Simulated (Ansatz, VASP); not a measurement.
# In: VASP beside Ansatz, part 2 of 2

Aim: how closely do two programs agree when they are given the same cell, functional and k mesh? The cell is taken from a series of runs on this material, whose earlier steps may have relaxed, scaled, displaced or heated it; both programs get it as it stands.

VASP 6.6.1 and Ansatz 0.2.0.

So far: The structure; VASP: elastic constants, PBEsol.

## Step 3: Ansatz: elastic constants, PBEsol

Level of this step: Ansatz beside VASP: Kohn-Sham DFT, plane waves, PBEsol (Ansatz).

Ansatz runs on its PAW soft_1 files.

The same cell, functional, mesh and smearing now go to Ansatz, which takes its cutoff from its data sets.

Input file input.yaml:

```yaml
crystal:
  lattice:
    - [-1.62547, 1.62547, 2.4737]
    - [1.62547, -1.62547, 2.4737]
    - [1.62547, 1.62547, -2.4737]
  atoms:
    - { symbol: In, position: [0.0, 0.0, 0.0] }
kpoints:
  mp_grid: { grid: [22, 22, 22] }
hamiltonian:
  xc: pbesol
  pseudopotentials: { kind: paw, azcp: { folder: soft_1 }, xc_functional: pbe }
scf:
  occupations: { method: fermi_dirac, width: 0.15 }
output:
  forces: true
  stress: true
  eigenvalues: true
elastic:
  mode: relaxed_ion
  amplitude: 0.01
```

Run with:

```
$ ansatz run input.yaml --threads 8 --pin off --max-ram 15360MiB --backend cpu --events-out ev --progress --plain --runs-dir out
```

Numbers of over 12 decimals in the logs are rounded to 6 here.

Log:

```text
band count auto-derived: 12 (N_el = 13.0; filled up to band 7; 11 by the electrons, moments and atoms)
Engine: ansatz 0.2.0, aarch64-unknown-linux-gnu
Pseudopotentials: kind: paw
Pseudopotential: In, paw, valence charge 13, recommended cutoff 420 eV (normal), soft_1/In.paw.azcp
Functional definition: PBEsol
  exchange = pbesol_x
  correlation = pbesol_c
Crystal: 1 atoms, lattice volume = 26.144 Å³
Basis set: ecut = 420 eV, 533 PW (Γ), exchange–correlation on 48×48×48 points (8 copies of the dense FFT grid, shifted against one another)
Bands: 12, of which v1, the nominal top of the filled ones, is band 7 counted from 1 (6 counted from 0)
Symmetry: 16 space group operations
Space group: I4/mmm (ITA 139), of the structure as read, at distance tolerance 3.0e-5 Å
k-points: 834 of 10648
Non-local potential: In, projectors of the file, l = 0: 2, l = 1: 2, l = 2: 2, l = 3: 1
PAW form: soft (Blöchl's): semilocal exchange-correlation on the pseudo side does not see the compensation charge
PAW frozen core: In, regenerated for the run's functional, and the local potential with it (the file was generated under x = pbe(κ = 0.804, μ = 0.219515), c = pbe(β = 0.066725))
PAW one-centre angular grid: In, 590 points (default); XC on 64 Gauss nodes
Initial density: superposition of atomic densities (chi_scale 0.1, normalization cell)
Initial wavefunctions: pseudopotential atomic-orbital guess
Functional: x = pbesol(κ = 0.804, μ = 0.123457), c = pbesol(β = 0.046)
SCF iter   1: F=—  HF=-5525.522647 eV  |F-HF|=—  |Δ(HF+E_count)|=         —  Δρ=1.55e-2  dr2=8.82e-2  ethr=3.10e-3  ⟨swp⟩=5.2  Hψ=61854  notcnv=0
preconditioner: auto → none  [metal: Δε(μ)=0.018 eV  Ē_g=20.733 eV  σ=0.150 eV  W_gap=0.03  n_scr=8 (ndim 8)  ℏωp=26.2 eV  f_vac=0.000  D(μ)=0.44/eV (n_scr^D=0)  sad-step TF]
SCF iter   2: F=—  HF=-5525.492015 eV  |F-HF|=—  |Δ(HF+E_count)|=   3.06e-2  Δρ=9.38e-3  dr2=2.73e-2  ethr=6.79e-4  ⟨swp⟩=2.1  Hψ=19838  notcnv=0  defer=348
SCF iter   3: F=—  HF=-5525.485296 eV  |F-HF|=—  |Δ(HF+E_count)|=   6.72e-3  Δρ=1.69e-3  dr2=6.62e-4  ethr=2.10e-4  ⟨swp⟩=2.0  Hψ=14807  notcnv=0  defer=348
SCF iter   4: F=—  HF=-5525.485211 eV  |F-HF|=—  |Δ(HF+E_count)|=   8.49e-5  Δρ=6.99e-5  dr2=4.31e-7  ethr=5.09e-6  ⟨swp⟩=1.7  Hψ=15125  notcnv=0  defer=394
SCF iter   5: F=—  HF=-5525.485212 eV  |F-HF|=—  |Δ(HF+E_count)|=   1.31e-6  Δρ=7.43e-6  dr2=6.58e-9  ethr=3.31e-9  ⟨swp⟩=2.3  Hψ=15308  notcnv=0  defer=394
SCF iter   6: F=—  HF=-5525.485212 eV  |F-HF|=—  |Δ(HF+E_count)|=   5.33e-9  Δρ=1.51e-6  dr2=4.75e-10  ethr=5.06e-11  ⟨swp⟩=2.0  Hψ=14691  notcnv=0  defer=394
SCF iter   7: F=—  HF=-5525.485212 eV  |F-HF|=—  |Δ(HF+E_count)|=  2.85e-10  Δρ=6.24e-8  dr2=4.70e-13  ethr=3.66e-12  ⟨swp⟩=2.1  Hψ=14514  notcnv=0  defer=394
SCF iter   8: F=-5525.485212 eV  HF=-5525.485212 eV  |F-HF|=9.09e-13  |Δ(HF+E_count)|=  1.82e-12  Δρ=2.70e-9  dr2=1.27e-15  ethr=1.00e-12  ⟨swp⟩=6.7  Hψ=36452  notcnv=0
SCF 1 converged in 8 iterations: F = -5525.485212 eV  dr2 = 1.27e-15
  greatest PAW one-centre occupation: 0.982 electrons in one spin orbital (limit 2), on the In atom at site 0 (counted from 0), in its partial waves of l = 2
Crystal: 1 atoms, lattice volume = 25.621 Å³
Basis set: ecut = 420 eV, 505 PW (Γ), exchange–correlation on 48×48×48 points (8 copies of the dense FFT grid, shifted against one another)
Symmetry: 8 space group operations
k-points: 1530 of 10648
Initial density: handed on by an earlier stage of this run
Initial wavefunctions: those handed on with the density
iter 1 solved again at ethr=1.43e-6 eV; its pass at ethr=3.10e-3 eV (dr2=1.86e-4 eV) is discarded
SCF iter   1: F=—  HF=-5525.486125 eV  |F-HF|=—  |Δ(HF+E_count)|=         —  Δρ=7.28e-4  dr2=1.78e-4  ethr=1.43e-6  ⟨swp⟩=2.0  Hψ=159337  notcnv=0  defer=414
preconditioner: auto → none  [metal: Δε(μ)=0.007 eV  Ē_g=21.290 eV  σ=0.150 eV  W_gap=0.01  n_scr=8 (ndim 8)  ℏωp=26.5 eV  f_vac=0.000  D(μ)=0.44/eV (n_scr^D=0)]
[...]
SCF 14 converged in 6 iterations: F = -5525.485084 eV  dr2 = 7.80e-14
[...]
SCF iter   5: F=—  HF=-5525.485084 eV  |F-HF|=—  |Δ(HF+E_count)|=  3.91e-11  Δρ=5.06e-8  dr2=2.43e-13  ethr=3.65e-13 (applied; sched 1.00e-12)  ⟨swp⟩=1.9  Hψ=23492  notcnv=0  defer=314
SCF iter   6: F=-5525.485084 eV  HF=-5525.485084 eV  |F-HF|=9.09e-13  |Δ(HF+E_count)|=  1.82e-12  Δρ=4.33e-9  dr2=1.81e-15  ethr=1.00e-12  ⟨swp⟩=4.0  Hψ=47464  notcnv=0
SCF 15 converged in 6 iterations: F = -5525.485084 eV  dr2 = 1.81e-15
SCF iter   1: F=—  HF=-5525.485179 eV  |F-HF|=—  |Δ(HF+E_count)|=         —  Δρ=7.37e-6  dr2=3.54e-10  ethr=1.00e-12  ⟨swp⟩=10.2  Hψ=155410  notcnv=0  defer=81
preconditioner: auto → none  [metal: Δε(μ)=0.006 eV  Ē_g=21.169 eV  σ=0.150 eV  W_gap=0.01  n_scr=8 (ndim 8)  ℏωp=26.2 eV  f_vac=0.000  D(μ)=0.45/eV (n_scr^D=0)]
SCF iter   2: F=—  HF=-5525.485179 eV  |F-HF|=—  |Δ(HF+E_count)|=   8.07e-9  Δρ=3.68e-6  dr2=8.44e-11  ethr=1.00e-12  ⟨swp⟩=1.0  Hψ=30619  notcnv=0  defer=81
SCF iter   3: F=—  HF=-5525.485179 eV  |F-HF|=—  |Δ(HF+E_count)|=   2.70e-9  Δρ=6.62e-8  dr2=2.62e-13  ethr=6.49e-13 (applied; sched 1.00e-12)  ⟨swp⟩=1.0  Hψ=17665  notcnv=0  defer=93
[...]
Free energy (F): -5525.485212 eV
Harris-Foulkes:  -5525.485212 eV  (|F-HF|=9.09e-13)
Internal energy: -5525.451798 eV  (E = F + TS)
E sigma→0 (E₀):  -5525.468505 eV
Entropy (-TS):   -0.033414 eV (-33.414 meV/atom)
Fermi energy:    10.166027 eV
--- Per-component energies (eV) ---
  E_band       = -23.680604
  E_kinetic    = 216.826165
  E_local      = -1012.550822  (includes V_loc(G=0)·N_el)
  E_nonlocal   = 328.017957
  E_hartree    = 403.639776
  E_xc         = -142.612840
  E_vxc        = -90.600587  (∫ρ·V_xc dr)
  E_paw        = -4135.040922  (= ΣΔE_a)
  E_vpaw       = -272.653002  (= ΣTr[D̂ρ^β])
  E_aug_tail   = 0.000132  (compensation charges beyond the density's cutoff)
  E_ewald      = -1183.967147
  E_core_change = 0.235903  (= ΣΔE_core)
  E_smearing   = -0.033414  (= −TS)
  E_closure    = -0.000000  (closes the sum)
  Σ components = -5525.485212   (vs F -5525.485212, Δ=0.00e0)
--- Forces (eV/Å), atoms counted from 1 ---
  atom   1  In    -0.00000000     0.00000000     0.00000000
  max |Σ_I F_I| component: 2.47e-32 eV/Å
--- Stress (GPa, compression-positive) ---
       -0.863167      -0.000000      -0.000000
       -0.000000      -0.863167       0.000000
       -0.000000       0.000000      -0.894263
  P = ⅓ Tr σ = -0.8735 GPa (-8.735 kbar)
--- Band table (eV; the first three rows and the last of 834) ---
  k-point 0: bands = [... 3 lower, -4.2604, -4.1563, 0.6059, 20.6955, 20.6955, 20.8676, 21.7423, 24.1241, ... 1 higher]
  k-point 1: bands = [... 3 lower, -4.2579, -4.1602, 0.6691, 20.2529, 20.4284, 20.4471, 21.4207, 24.6298, ... 1 higher]
  k-point 2: bands = [... 3 lower, -4.2520, -4.1707, 0.8593, 19.3310, 19.5220, 19.8424, 20.7828, 25.4590, ... 1 higher]
  k-point 833: bands = [... 3 lower, -4.0198, -4.0198, 7.2285, 7.4877, 14.8876, 14.8876, 18.3560, 18.3740, ... 1 higher]
--- Elastic constants: 4 strain directions × 4 members + reference (group order 16) ---
  dense FFT box of the reference and of every strained cell: 24×24×24
  strains applied: 11, 33, 23, 12; error gains: componentwise 1.00 (the most a stress slope's error grows in a printed constant), spectral 1.41 (1 for all six strains in a standard setting)
  C = ∂σ_k/∂η_j (tension-positive GPa; Voigt order 11 22 33 23 13 12):
        55.147     26.035     38.065      0.000     -0.000      0.000
        26.035     55.147     38.065      0.000     -0.000      0.000
        38.044     38.044     42.136      0.000     -0.000      0.000
         0.000     -0.000     -0.000      7.021      0.000      0.000
        -0.000      0.000     -0.000      0.000      7.021      0.000
         0.000     -0.000     -0.000      0.000     -0.000      4.576
  reference stress σ⁰ (GPa):      0.863      0.863      0.894     -0.000      0.000      0.000
  C* (energy form; C + prestress term) asymmetry max|C*_kj − C*_jk| = 1.071e-2 GPa — a small one proves nothing (zero by symmetry where the batch's group is 432, −43m or m−3m); a large one is finite-difference/SCF noise where every solve meets its electron count
  moduli (Voigt/Reuss/Hill, GPa): K = 39.64/39.62/39.63   G = 7.08/4.88/5.98   E = 17.07   ν = 0.428
  mechanically stable: yes (min eigenvalue of sym C = 4.41 GPa)
  strain η (Voigt 11):  stress-route row diagonal C_11 = 55.15 GPa, energy-path curvature d²(F+E_count+ΔE)/dδ²/Ω₀ = 55.15 GPa
    cells at ±δ against ±2δ: C11 55.23 and 55.48 GPa, apart by 0.45 % of the column's largest entry
         δ    σ_11 (GPa)             F (eV)   n_scf  n_hpsi   n_pw
    -2.000e-2      -0.3796       -5525.4860782       7  364770    519   relax 0 steps, max|allowed force component| 0.00e0 eV/Å
    -1.000e-2       0.2774       -5525.4861518       4  301650    524   relax 0 steps, max|allowed force component| 0.00e0 eV/Å
     1.000e-2       1.3820       -5525.4833724       4  310757    539   relax 0 steps, max|allowed force component| 0.00e0 eV/Å
     2.000e-2       1.8396       -5525.4807365       6  320574    541   relax 0 steps, max|allowed force component| 0.00e0 eV/Å
  strain η (Voigt 33):  stress-route row diagonal C_33 = 42.14 GPa, energy-path curvature d²(F+E_count+ΔE)/dδ²/Ω₀ = 42.12 GPa
    cells at ±δ against ±2δ: C33 42.26 and 42.65 GPa, apart by 0.92 % of the column's largest entry
         δ    σ_33 (GPa)             F (eV)   n_scf  n_hpsi   n_pw
    -2.000e-2       0.0053       -5525.4867094       6  191442    533   relax 0 steps, max|allowed force component| 0.00e0 eV/Å
    -1.000e-2       0.4637       -5525.4863224       4  156233    533   relax 0 steps, max|allowed force component| 0.00e0 eV/Å
     1.000e-2       1.3090       -5525.4834137       4  155814    541   relax 0 steps, max|allowed force component| 0.00e0 eV/Å
     2.000e-2       1.7113       -5525.4809483       6  173784    549   relax 0 steps, max|allowed force component| 0.00e0 eV/Å
  strain η (Voigt 23):  stress-route row diagonal C_44 = 7.02 GPa, energy-path curvature d²(F+E_count+ΔE)/dδ²/Ω₀ = 6.58 GPa
    cells at ±δ against ±2δ: C44 7.02 and 7.01 GPa, apart by 0.08 % of the column's largest entry
         δ    σ_23 (GPa)             F (eV)   n_scf  n_hpsi   n_pw
    -2.000e-2      -0.1403       -5525.4849976       7  649666    533   relax 0 steps, max|allowed force component| 0.00e0 eV/Å
    -1.000e-2      -0.0702       -5525.4851587       3  511005    534   relax 0 steps, max|allowed force component| 0.00e0 eV/Å
     1.000e-2       0.0702       -5525.4851587       4  510186    534   relax 0 steps, max|allowed force component| 0.00e0 eV/Å
     2.000e-2       0.1403       -5525.4849976       5  564578    533   relax 0 steps, max|allowed force component| 0.00e0 eV/Å
  strain η (Voigt 12):  stress-route row diagonal C_66 = 4.58 GPa, energy-path curvature d²(F+E_count+ΔE)/dδ²/Ω₀ = 4.15 GPa
    cells at ±δ against ±2δ: C66 4.47 and 4.15 GPa, apart by 6.98 % of the column's largest entry
         δ    σ_12 (GPa)             F (eV)   n_scf  n_hpsi   n_pw
    -2.000e-2      -0.0830       -5525.4850840       6  342975    531   relax 0 steps, max|allowed force component| 0.00e0 eV/Å
    -1.000e-2      -0.0447       -5525.4851791       4  287290    533   relax 0 steps, max|allowed force component| 0.00e0 eV/Å
     1.000e-2       0.0447       -5525.4851791       4  282919    533   relax 0 steps, max|allowed force component| 0.00e0 eV/Å
     2.000e-2       0.0830       -5525.4850840       6  299828    531   relax 0 steps, max|allowed force component| 0.00e0 eV/Å
[key lines of the parts left out:]
SCF converged after 8 iterations
```

## Step 4: Side by side

Known differences besides the potentials themselves: the cutoff is 420 eV in Ansatz and 500 eV in VASP; Ansatz makes its cores anew for this functional, VASP keeps those of its PBE data sets; VASP takes each elastic constant from one size of strain, Ansatz from those that its log lists. Total energies have different zeros and are not compared.

Compared:

| quantity | Ansatz | VASP | difference |
| --- | --- | --- | --- |
| C11 (GPa) | 55.1 | 55.9 | -1.31 % |
| C22 (GPa) | 55.1 | 55.9 | -1.31 % |
| C33 (GPa) | 42.1 | 43.0 | -2.05 % |
| C12 (GPa) | 26.0 | 26.8 | -2.67 % |
| C13 (GPa) | 38.1 | 38.8 | -1.82 % |
| C23 (GPa) | 38.1 | 38.8 | -1.82 % |
| C44 (GPa) | 7.0 | 7.2 | -1.80 % |
| C55 (GPa) | 7.0 | 7.2 | -1.80 % |
| C66 (GPa) | 4.6 | 4.3 | +5.19 % |

## Step 5: Outcome

| Property | Result |
| --- | --- |
| difference in C66 (elastic constants, PBEsol) | 5.2 % |

**Reading.** The difference in C66 is 5.2 % (elastic constants, PBEsol), at about the 5 % picked in this series as the mark of a large difference. How closely two codes agree says nothing of how well the functional describes the real material.

[Lines on the potential files, build, host, timing and source positions are cut from VASP's logs without a mark.]

[Logs are printed without paths, hosts, clocks, repeated set-up lines and the standing remarks that a program may print on its own settings, such as how far it seeks lower states.]

[Hosts, paths, dates, database ids (printed as entryN), source tags and the programs' standing remarks are cut or masked in the printed files.]
